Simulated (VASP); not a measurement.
These are PBEsol GGA, VASP's PBE PAW potentials (set 64) (plane waves; VASP 6.6.1) values and carry that method's errors.

VASP input:

INCAR:
```
! general
SYSTEM  = Ge2Rh
PREC    = Accurate
ENCUT   = 400
LREAL   = .FALSE.   ! projection in real space or not
LASPH   = .TRUE.
ICHARG  = 11   ! fixed density

! electronic loop
EDIFF   = 1E-7
NELM    = 100   ! most electronic steps
ALGO    = Normal   ! blocked Davidson
LMAXMIX = 4   ! l cut-off of mixed one-centre charges

! smearing
ISMEAR  = 0
SIGMA   = 0.05   ! width (eV)

! functional
GGA     = PS

! output
LWAVE   = .FALSE.
LCHARG  = .FALSE.
LORBIT  = 11
```

File KPOINTS:
```
k-points along high-symmetry lines
10
Line-mode
Reciprocal
  0.000000   0.000000   0.000000 ! GAMMA
  0.000000   0.000000   0.500000 ! X

  0.000000   0.000000   0.500000 ! X
  0.250000   0.250000   0.250000 ! P

  0.250000   0.250000   0.250000 ! P
  0.000000   0.500000   0.000000 ! N

  0.000000   0.500000   0.000000 ! N
  0.000000   0.000000   0.000000 ! GAMMA

  0.000000   0.000000   0.000000 ! GAMMA
  0.500000   0.500000  -0.500000 ! M

  0.500000   0.500000  -0.500000 ! M
  0.291733   0.708267  -0.291733 ! S

 -0.291733   0.291733   0.291733 ! S_0
  0.000000   0.000000   0.000000 ! GAMMA

  0.000000   0.000000   0.500000 ! X
 -0.083466   0.083466   0.500000 ! R

  0.500000   0.500000  -0.083466 ! G
  0.500000   0.500000  -0.500000 ! M
```

File POSCAR:
```
Ge2Rh
1
   -1.6806878755     1.6806878755     4.0248897891
    1.6806878755    -1.6806878755     4.0248897891
    1.6806878755     1.6806878755    -4.0248897891
Rh Ge
1 2
Direct
  0.0000000000   0.0000000000   1.0000000000
  0.3385073491   0.3385073491   0.0000000000
  0.6614926509   0.6614926509   0.0000000000
```

POTCAR, in this order: Rh_pv Ge_d (PBE.64 set). Program: vasp_std. Read from the step before: CHGCAR.

Output of the run:

File OUTCAR:
```
 ion  position               nearest neighbor table
   1  0.000  0.000  0.000-   3 2.71   3 2.71   2 2.71   2 2.71   3 2.71   3 2.71   2 2.71   2 2.71
                             2 2.72   3 2.72
   2  0.339  0.339  0.000-   3 2.60   1 2.71   1 2.71   1 2.71   1 2.71   1 2.72   3 2.77   3 2.77
                             3 2.77   3 2.77
   3  0.661  0.661  0.000-   2 2.60   1 2.71   1 2.71   1 2.71   1 2.71   1 2.72   2 2.77   2 2.77
                             2 2.77   2 2.77
  LATTYP: Found a body centered tetragonal cell.
 ALAT       =     3.3613757510
 C/A-ratio  =     2.3947871867
 Subroutine PRICEL returns:
 Original cell was already a primitive cell.
 Subroutine GETGRP returns: Found 16 space group operations
The static configuration has the point symmetry D_4h.
The dynamic configuration has the point symmetry D_4h.
 Subroutine INISYM returns: Found 16 space group operations
   k-points           NKPTS =     90   k-points in BZ     NKDIM =     90   number of bands    NBANDS=     25
   number of dos      NEDOS =    301   number of ions     NIONS =      3
   total plane-waves  NPLWV =  27000
   dimension x,y,z NGX =    30 NGY =   30 NGZ =   30
   dimension x,y,z NGXF=    60 NGYF=   60 NGZF=   60
   ions per type =               1   2
   PREC   = accura    normal or accurate (medium, high low for compatibility)
   ISTART =      0    job   : 0-new  1-cont  2-samecut
   ICHARG =     11    charge: 1-file 2-atom 10-const
   ISPIN  =      1    spin polarized calculation?
   LNONCOLLINEAR =      F non collinear calculations
   LSORBIT =      F    spin-orbit coupling
   INIWAV =      1    electr: 0-lowe 1-rand  2-diag
   ENCUT  =  400.0 eV  29.40 Ry    5.42 a.u.   7.62  7.62  7.62*2*pi/ulx,y,z
   NELM   =    100;   NELMIN=  2; NELMDL= -5     # of ELM steps
   EDIFF  = 0.1E-06   stopping-criterion for ELM
   LREAL  =      F    real-space projection
   NLSPLINE    = F    spline interpolate recip. space projectors
   LMAXMIX     =    4 max onsite mixed and CHGCAR
   VOSKOWN=      0    Vosko Wilk Nusair interpolation
   EDIFFG = 0.1E-05   stopping-criterion for IOM
   NSW    =      0    number of steps for IOM
   NBLOCK =      1;   KBLOCK =      1    inner block; outer block
   IBRION =     -1    ionic relax: 0-MD 1-quasi-New 2-CG
   NFREE  =      0    steps in history (QN), initial steepest desc. (CG)
   ISIF   =      2    stress and relaxation
   ISYM   =      2    0-nonsym 1-usesym 2-fastsym
   TEIN   =    0.0    initial temperature
   TEBEG  =    0.0;   TEEND  =   0.0 temperature during run
   SMASS  =  -3.00    Nose mass-parameter (am)
   PSTRESS=    0.0 pullay stress
   NELECT =      43.0000    total number of electrons
   EFERMI =   0.00;   METHOD = LEGACY
   ISMEAR =     0;   SIGMA  =   0.05  broadening in eV -4-tet -1-fermi 0-gaus
   IALGO  =     38    algorithm
   LDIAG  =      T    sub-space diagonalisation (order eigenvalues)
   IMIX   =      4    mixing-type and parameters
     AMIX     =   0.40;   BMIX     =  1.00
     AMIX_MAG =   1.60;   BMIX_MAG =  1.00
     AMIN     =   0.10
   GGA     = PS    functional components
   VOSKOWN =     0    Vosko Wilk Nusair interpolation
   LHFCALC =     F    Hartree Fock is set to
   LHFONE  =     F    Hartree Fock one center treatment
   AEXX    =    0.0000 exact exchange contribution
   IVDW    =     0    specifies the selected vdW correction
   LEPSILON=     F    determine dielectric tensor
   LRPA    =     F    only Hartree local field effects (RPA)
  energy-cutoff  :      400.00
  volume of cell :       45.48
      direct lattice vectors                 reciprocal lattice vectors
    -1.680687876  1.680687876  4.024889789     0.000000000  0.297497237  0.124227004
     1.680687876 -1.680687876  4.024889789     0.297497237  0.000000000  0.124227004
     1.680687876  1.680687876 -4.024889789     0.297497237  0.297497237  0.000000000
 k-point     1 :   0.0000 0.0000 0.0000  plane waves:     833
 k-point     2 :   0.0000 0.0000 0.0556  plane waves:     837
 k-point     3 :   0.0000 0.0000 0.1111  plane waves:     835
 k-point     4 :   0.0000 0.0000 0.1667  plane waves:     828
 k-point     5 :   0.0000 0.0000 0.2222  plane waves:     834
...
```

OSZICAR:
```
       N       E                     dE             d eps       ncg     rms          rms(c)
DAV:   1     0.325221987864E+03    0.32522E+03   -0.20248E+04  5929   0.404E+03
DAV:   2     0.207541059598E+02   -0.30447E+03   -0.29998E+03  4541   0.665E+02
DAV:   3    -0.164937433388E+02   -0.37248E+02   -0.36476E+02  5012   0.174E+02
DAV:   4    -0.178987330199E+02   -0.14050E+01   -0.13870E+01  5492   0.348E+01
DAV:   5    -0.179254649577E+02   -0.26732E-01   -0.26724E-01  5707   0.504E+00
DAV:   6    -0.179262319311E+02   -0.76697E-03   -0.76674E-03  5400   0.731E-01
DAV:   7    -0.179262775447E+02   -0.45614E-04   -0.45613E-04  6544   0.151E-01
DAV:   8    -0.179262777944E+02   -0.24972E-06   -0.24876E-06  5143   0.989E-03
DAV:   9    -0.179262778020E+02   -0.75252E-08   -0.70409E-08  3619   0.148E-03
   1 F= -.17926278E+02 E0= -.17925549E+02  d E =-.145780E-02
```

### OUTCAR
```
 val. band max:        9.9885185886   @ k =   0.2778   0.2778  -0.2778

 cond. band min:      10.0242047057   @ k =   0.0278   0.4722   0.0278



 k-point     1 :       0.0000    0.0000    0.0000
  band No.  band energies     occupation
      1     -36.7430      2.00000
      2     -36.6544      2.00000
      3     -36.6544      2.00000
      4     -15.2155      2.00000
      5     -15.2114      2.00000
      6     -15.2082      2.00000
      7     -15.1619      2.00000
      8     -15.1619      2.00000
      9     -15.1404      2.00000
     10     -15.1404      2.00000
     11     -15.1330      2.00000
     12     -15.1248      2.00000
     13     -15.0783      2.00000
     14      -4.0061      2.00000
     15       3.6221      2.00000
     16       5.1247      2.00000
     17       6.1609      2.00000
     18       6.2656      2.00000
     19       6.2656      2.00000
     20       7.7056      2.00000
     21      10.7950      0.00000
     22      11.6907      0.00000
     23      12.6343      0.00000
     24      12.6344      0.00000
     25      12.7585      0.00000

 k-point     2 :       0.0000    0.0000    0.0556
  band No.  band energies     occupation
      1     -36.7429      2.00000
      2     -36.6555      2.00000
      3     -36.6555      2.00000
      4     -15.2176      2.00000
      5     -15.2126      2.00000
      6     -15.2063      2.00000
      7     -15.1642      2.00000
      8     -15.1617      2.00000
      9     -15.1425      2.00000
     10     -15.1399      2.00000
     11     -15.1303      2.00000
     12     -15.1226      2.00000
     13     -15.0773      2.00000
     14      -3.9233      2.00000
     15       3.6867      2.00000
     16       4.8547      2.00000
     17       6.1604      2.00000
     18       6.1760      2.00000
     19       6.6364      2.00000
     20       7.5848      2.00000
     21      10.7027      0.00000
     22      10.8664      0.00000
     23      12.3082      0.00000
     24      12.5380      0.00000
...
```

The density is held fixed in this step, so its total energy and stress have no physical meaning.

The structure was generated: Ge2Rh was put into the MoSi2 type (I4/mmm), which need not be its known phase. It was relaxed first, which changed the volume by +13 %. The electron count is odd and the run is not spin-polarised, which forces a metal.
